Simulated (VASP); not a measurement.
MgS (space group F-43m): the band gap from VASP (plane waves, PAW) at several levels of theory. Gaps are without spin-orbit coupling. Each level names its cell: its own relaxed one, PBE's, or the starting one. A gap is the smallest over the k-mesh and a band path; hybrids may have named points in place of the path, and GW has the mesh alone. mBJ is a potential without an energy functional, so only the levels count.

```
level                  band gap (eV)
---------------------  -------------
PBEsol (own cell)               3.33
r2SCAN (own cell)               4.15
mBJ (TB09) (PBE cell)           4.97
HSE06 (PBE cell)                4.44
```

The cell of the PBEsol (own cell) run:

```cif
data_Mg4S4
_chemical_formula_sum 'Mg4 S4'
_space_group_name_H-M_alt 'F-43m'
_space_group_IT_number 216
_space_group_name_Hall 'F -4 2 3'
_cell_length_a 5.64933
_cell_length_b 5.64933
_cell_length_c 5.64933
_cell_angle_alpha 90.000
_cell_angle_beta 90.000
_cell_angle_gamma 90.000
loop_
_atom_site_label
_atom_site_type_symbol
_atom_site_symmetry_multiplicity
_atom_site_Wyckoff_symbol
_atom_site_fract_x
_atom_site_fract_y
_atom_site_fract_z
_atom_site_occupancy
Mg1 Mg 4 a 0.00000 0.00000 0.00000 1
S1 S 4 c 0.25000 0.25000 0.25000 1
```
(The calculation used a cell of 2 atoms; values per cell refer to that cell.)

Only levels that ran to the end are used. Left out are those held back, those with too coarse a band path, GW runs whose mesh misses a band edge, hybrids' fits of cells that aren't cubic and levels without matching references; a question may draw on a part of the rest.

The structure comes from a computed database's MgS entry (F-43m); how it stands against other phases isn't given here.
